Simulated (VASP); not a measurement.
Given:

```yaml
crystal:
  lattice:
    - [0.00000, 2.15683, 2.15683]
    - [2.15683, 0.00000, 2.15683]
    - [2.15683, 2.15683, 0.00000]
  atoms:
    - { symbol: Ag, position: [0.00000, 0.00000, 0.00000] }
```

Method: vdW-DF2, VASP's PBE PAW potentials (set 64) (plane waves; VASP). Numerical set-up: 520 eV cut-off, 15×15×15 Γ-centred mesh, first-order Methfessel-Paxton smearing of 0.10 eV, potentials Ag.

Problem. Give the energy at these volumes per atom, relative to the lowest: 18.83, 19.43, 20.03, 20.63, 21.24 Å³.

Solution. 17.3, 4.2, 0.0, 3.0, 11.8 meV/atom. A third-order Birch-Murnaghan fit gives B0 = 63.3 GPa and B0′ = 5.6.

Measured: bulk modulus 110 GPa at 0 K (computed value off by -42.5 %), as given by H. Levämäki et al., Physical Review B (2014), arXiv:1402.3671 [corrected for temperature and zero-point phonon effects]; a 4.062 Å at 0 K (computed value off by +6.2 %), as given by Daniel Mejia-Rodriguez et al., Physical Review B (2018), arXiv:1807.09216 [static lattice: zero-point anharmonic expansion removed].

The compound is Ag in the fcc structure. It was relaxed first, which changed the volume by +17 %.
